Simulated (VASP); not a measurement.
Ba:

```
Ba
1.0
    -2.50650    2.50650    2.50650
     2.50650   -2.50650    2.50650
     2.50650    2.50650   -2.50650
Ba
1
Direct
  0.00000 0.00000 0.00000
```

| Item | Value |
| --- | --- |
| Program | VASP 6.6.1 |
| Task | relaxation of cell and atoms |
| Functional | PBEsol |
| Potentials or basis | VASP PAW PBE potentials, release 64 (Ba_sv) |
| Cutoff | 600 eV |
| k mesh | 12 × 12 × 12 |
| Occupations | methfessel-paxton, width 0.1 eV |
| Spin | no spin polarisation |

At the start: pressure -0.6 GPa; volume 62.99 Å³/atom.

Where does the relaxation end?

Over 4 steps the energy falls by 8.9 meV/atom and the volume is 58.37 Å³/atom (-7.3 %); space group Im-3m (No. 229, to 0.05 Å).

The path:
| step | energy change (eV) | largest force (eV/Å) | pressure (GPa) | volume (Å³) |
| --- | --- | --- | --- | --- |
| 1 | 0.0000 | 0.0000 | -0.60 | 62.99 |
| 2 | -0.0062 | 0.0000 | -0.36 | 60.87 |
| 3 | -0.0081 | 0.0000 | 0.18 | 57.20 |
| 4 | -0.0089 | 0.0000 | 0.02 | 58.37 |

Final structure:
```xyz
1
Lattice="-2.4437 2.4437 2.4437 2.4437 -2.4437 2.4437 2.4437 2.4437 -2.4437" Properties=species:S:1:pos:R:3 pbc="T T T"
Ba    0.0000    0.0000    0.0000
```

Caveat: the PAW data sets were made with another functional, which shifts forces and pressure a little.
